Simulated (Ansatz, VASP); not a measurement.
**Si3Sn in VASP and in Ansatz**

```
Si Sn
1.0
     4.03764    0.00000    0.00000
     0.00000    4.03764    0.00000
     0.00000    0.00000    5.89808
Si Sn
3 1
Direct
  0.50000 0.00000 0.77415
  0.50000 0.50000 0.00000
  0.00000 0.50000 0.22585
  0.00000 0.00000 0.50000
```

Change from the starting cell: uniaxial_z strain +2.6%.

Alike in both runs: task single point; functional r2SCAN; k mesh 6 × 6 × 4; occupations fermi-dirac, width 0.02 eV; no spin polarisation.

|  | VASP | Ansatz |
| --- | --- | --- |
| version | VASP 6.6.1 | Ansatz 0.2.0 |
| potentials or method | VASP PAW PBE potentials, release 64 (Si, Sn_d) | plane waves, PAW |
| plane-wave cutoff (eV) | 520 | 500 |
| valence electrons in the cell | 26 | 26 |

Ansatz gave:

| Quantity | Value |
| --- | --- |
| pressure (GPa) | -1.9 |
| largest component of the traceless stress (GPa) | 1.43 |

Task: Which values does VASP return?

Result: Pressure (GPa): -2.1; largest component of the traceless stress (GPa): 1.43.

Caveats: the PAW data sets were made with another functional, which shifts forces and pressure a little (VASP).
